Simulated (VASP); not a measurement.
Data:

```xyz
2
Lattice="3.9723 0.0000 0.0000 0.0000 3.9723 0.0000 0.0000 0.0000 3.9723" Properties=species:S:1:pos:R:3 pbc="T T T"
Tl     0.0000     0.0000     0.0000
Br     1.9861     1.9861     1.9861
```

Computed with rev-vdW-DF2, VASP's PBE PAW potentials (set 64) (plane waves; VASP). Numerical set-up: 520 eV cut-off, Gaussian smearing of 0.050 eV, potentials Tl_d Br.

Unless said otherwise, spin-orbit coupling is left out, though it shifts the bands of the heavy elements here.

**Question.** Give the energies of bands 7 to 13 at the high-symmetry points, in eV from the valence-band maximum.

**Answer.** 
```tsv
band	Γ	X	M	R
7	-4.73	-5.60	-3.83	-2.83
8	-1.30	-0.78	-2.94	-1.91
9	-1.30	-0.78	-2.94	-1.91
10	-1.30	0.00	-0.70	-1.91
11	7.03	1.81	4.84	2.08
12	7.03	5.71	4.84	2.08
13	7.18	5.71	7.31	2.08
```

The gap is direct, 1.81 eV, from the valence maximum at X to the conduction minimum at X.

The compound is TlBr in the CsCl type structure. It was relaxed first.
